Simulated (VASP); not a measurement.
Here is the system:

```
CELL_PARAMETERS angstrom
      0.00000     2.74159     2.74159
      2.74159     0.00000     2.74159
      2.74159     2.74159     0.00000
ATOMIC_POSITIONS crystal
  Si 0.25000 0.25000 0.25000
  Si 0.75000 0.75000 0.75000
  Ni 0.00000 0.00000 0.00000
```

Computed with RPBE GGA, VASP's PBE PAW potentials (set 64) (plane waves; VASP). Settings: 520 eV cut-off, Gaussian smearing of 0.050 eV, potentials Si Ni.

**Question.** Estimate the band gap (along the path) with the smallest direct gap where there is one.

**Answer.** 
```yaml
band gap (along the path): none (metal, semimetal or under 0.01 eV)
```

The absolute energy has meaning only against runs of the same code, potentials and settings.

The compound is NiSi2 in the fluorite structure. It was relaxed first. The run is not spin-polarised, so no magnetic state was tried.
